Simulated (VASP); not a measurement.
Level of theory: PBEsol GGA, VASP's PBE PAW potentials (set 64) (plane waves; VASP).

VASP input:

POSCAR:
```
CoSi
1
    4.3869441811     0.0000000000     0.0000000000
   -0.0000000000     4.3869441811     0.0000000000
   -0.0000000000     0.0000000000     4.3869441811
Co Si
4 4
Direct
  0.8544111761   0.6455888239   0.3544111761
  0.3544111761   0.8544111761   0.6455888239
  0.1455888239   0.1455888239   0.1455888239
  0.6455888239   0.3544111761   0.8544111761
  0.1566803948   0.3433196052   0.6566803948
  0.6566803948   0.1566803948   0.3433196052
  0.8433196052   0.8433196052   0.8433196052
  0.3433196052   0.6566803948   0.1566803948
```

INCAR:
```
ISMEAR=1   # Methfessel-Paxton
PREC=Accurate
SIGMA=0.1   # width (eV)
SYSTEM=CoSi
IBRION=2   # conjugate gradients
GGA=PS
LWAVE=.False.
ISIF=3   # ions, shape and volume
LREAL=.False.
LMAXMIX=4   # l cut-off of mixed one-centre charges
LCHARG=.False.
NSW=40   # most ionic steps
NELM=100
ALGO=Normal   # blocked Davidson
LASPH=.True.   # aspherical one-centre terms
ENCUT=500   # plane-wave cut-off (eV)
EDIFF=1E-6
EDIFFG=-0.02   # ionic stop
```

**KPOINTS**
```
kpoints
0
Gamma
  7 7 7
0 0 0
```

POTCAR, in this order: Co Si (PBE.64 set). Program: vasp_std.

Q: What will the output report for the number of irreducible k-points (NKPTS), largest plane-wave count, number of space-group operations, FFT grid (NGX, NGY, NGZ)?

A: 
```
Item                                           Value
--------------------------------------  ------------
number of irreducible k-points (NKPTS)            24
largest plane-wave count                        2170
number of space-group operations                  12
FFT grid (NGX, NGY, NGZ)                32 × 32 × 32
```

The compound is CoSi in the B20 structure. It was relaxed first. The run is not spin-polarised, so no magnetic state was tried.
